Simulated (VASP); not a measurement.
Method: PBE GGA, VASP's PBE PAW potentials (set 64) (plane waves; VASP).

Input for VASP

INCAR:
```
ALGO = Normal
EDIFF = 1E-6
EDIFFG = -0.01
ENCUT = 400
GGA = PE
IBRION = 2
ISIF = 3
ISMEAR = 0
LASPH = T
LCHARG = F
LMAXMIX = 4
LREAL = F
LWAVE = F
NELM = 100
NSW = 60
PREC = Accurate
SIGMA = 0.05
SYSTEM = TlI
```

**KPOINTS**
```
Automatic mesh
0
Gamma
5 5 5
0 0 0
```

POSCAR:
```
TlI
1
    0.0000000000     3.9743797691     3.9743797691
    3.9743797691    -0.0000000000     3.9743797691
    3.9743797691     3.9743797691     0.0000000000
Tl I
1 1
Direct
  1.0000000000   0.0000000000   1.0000000000
  0.2500000000   0.2500000000   0.2500000000
```

POTCAR, in this order: Tl_d I (PBE.64 set). Program: vasp_std.

Problem. What will the output report for the number of irreducible k-points (NKPTS), number of bands (NBANDS), largest plane-wave count, number of space-group operations, FFT grid (NGX, NGY, NGZ)?

Solution. 
| Quantity | Value |
|---|---|
| number of irreducible k-points (NKPTS) | 10 |
| number of bands (NBANDS) | 14 |
| largest plane-wave count | 2289 |
| number of space-group operations | 24 |
| FFT grid (NGX, NGY, NGZ) | 40 × 40 × 40 |

The structure was generated: TlI was put into the zinc blende type (F-43m), which need not be its known phase. This run relaxes it. Symmetry was kept, so distortions that lower it aren't found. The start is the result of an earlier pass.
